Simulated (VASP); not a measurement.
Given:

```
MnB
1.0
    0.00000     2.28536     2.28536
    2.28536     0.00000     2.28536
    2.28536     2.28536     0.00000
Mn B
1 1
Cartesian
  0.00000   0.00000   0.00000
  1.14268   1.14268   1.14268
```
Starting moments (μB, in the order of the record's atoms Mn B): -2.4 0.4.

The numbers are results of r2SCAN meta-GGA, VASP's PBE PAW potentials (set 64) (plane waves; VASP), not measurements. Numerical set-up: 520 eV cut-off, 11×11×11 Γ-centred mesh, tetrahedra with Blöchl corrections, potentials Mn_pv B.

**Question.** Give the spin-up energies of bands 4 to 12 at the high-symmetry points, in eV from the Fermi level.

**Answer.** 
```
band      Γ      X      U      L      W
----  -----  -----  -----  -----  -----
4     -9.94  -5.81  -5.93  -6.90  -5.83
5     -1.82  -3.80  -3.12  -3.65  -2.84
6     -1.82   0.02  -1.06  -1.23  -1.18
7     -1.81   0.02  -0.34  -1.23  -0.05
8      2.21   0.20   0.40   2.34   0.10
9      2.21   2.90   2.11   2.34   1.52
10     8.87   3.26   2.77   2.47   3.24
11     8.87   3.26   4.35   6.63   3.48
12     8.87   3.88   4.86   6.63   5.12
```

**Question.** Give the spin-down energies of bands 4 to 12 at the high-symmetry points, in eV from the Fermi level.

**Answer.** 
```tsv
band	Γ	X	U	L	W
4	-9.57	-5.55	-5.66	-6.57	-5.58
5	-3.11	-4.70	-4.14	-3.55	-3.95
6	-3.11	-1.36	-2.04	-2.93	-2.34
7	-3.11	-1.36	-1.95	-2.93	-2.09
8	-1.75	-1.31	-1.28	-1.24	-1.07
9	-1.75	-1.19	-0.63	-1.24	0.33
10	8.60	1.20	0.79	0.40	0.45
11	8.60	2.66	1.76	6.28	1.54
12	8.60	2.66	3.88	6.28	2.69
```

It has no gap at this level: it comes out as a metal or semimetal.

The structure was generated: MnB was put into the zinc blende type (F-43m), which need not be its known phase. It was relaxed first, which changed the volume by -30 %.
